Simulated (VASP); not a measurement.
Computed with revTPSS meta-GGA, VASP's PBE PAW potentials (set 64) (plane waves; VASP).

VASP ran on this input.

INCAR:
```
ALGO  =  Normal
EDIFF  =  1E-7
ENCUT  =  520
ISIF  =  2
ISMEAR  =  -5
LASPH  =  T
LCHARG  =  F
LMAXMIX  =  4
LMIXTAU  =  T
LORBIT  =  11
LREAL  =  F
LWAVE  =  F
METAGGA  =  RTPSS
NEDOS  =  601
NELM  =  100
PREC  =  Accurate
SYSTEM  =  CuI
```

**KPOINTS**
```
Automatic mesh
0
gamma
  9 9 9
0 0 0
```

POSCAR:
```
CuI
1
    0.0000000000     2.9995812468     2.9995812468
    2.9995812468    -0.0000000000     2.9995812468
    2.9995812468     2.9995812468     0.0000000000
Cu I
1 1
Direct
  0.0000000000   0.0000000000   0.0000000000
  0.2500000000   0.2500000000   0.2500000000
```

KPOINTS_OPT:
```
k-points along high-symmetry lines
10
Line-mode
Reciprocal
  0.000000   0.000000   0.000000 ! GAMMA
 -0.500000  -0.500000   0.000000 ! X

 -0.500000  -0.500000   0.000000 ! X
 -0.375000  -0.375000   0.250000 ! U

 -0.375000  -0.000000   0.375000 ! K
  0.000000   0.000000   0.000000 ! GAMMA

  0.000000   0.000000   0.000000 ! GAMMA
 -0.000000  -0.000000   0.500000 ! L

 -0.000000  -0.000000   0.500000 ! L
 -0.500000  -0.250000   0.250000 ! W

 -0.500000  -0.250000   0.250000 ! W
 -0.500000  -0.500000   0.000000 ! X
```

POTCAR, in this order: Cu I (PBE.64 set). Program: vasp_std.

What will the output report for the number of irreducible k-points (NKPTS), largest plane-wave count, number of space-group operations, FFT grid (NGX, NGY, NGZ)?

| Property | Result |
|---|---|
| number of irreducible k-points (NKPTS) | 35 |
| largest plane-wave count | 1469 |
| number of space-group operations | 24 |
| FFT grid (NGX, NGY, NGZ) | 32 × 32 × 32 |

The compound is CuI in the zinc blende structure. It was relaxed first.
